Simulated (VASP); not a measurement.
KAl:

```xyz
2
Lattice="4.1269 0.0000 0.0000 0.0000 4.1269 0.0000 0.0000 0.0000 4.1269" Properties=species:S:1:pos:R:3 pbc="T T T"
K     2.0635    2.0635    2.0635
Al    0.0000    0.0000    0.0000
```

The cell was built by a generator and needn't be a form met in nature.

Base run:

| Item | Value |
| --- | --- |
| Program | VASP 6.6.1 |
| Functional | revPBE |
| Potentials or basis | VASP PAW PBE potentials, release 64 (K_sv, Al) |
| Cutoff | 520 eV |
| k mesh | 7 × 7 × 7 |
| Occupations | fermi-dirac, width 0.05 eV |
| Spin | no spin polarisation |

Its results: pressure 0.7 GPa.

Question: The run is repeated on the same cell with these changes: functional from revPBE to AM05. What comes out?

Answer: Pressure -0.6 GPa.

AM05 binds more tightly than revPBE, so the same cell stands under less pressure.

Caveats: the PAW data sets were made with another functional, which shifts forces and pressure a little.
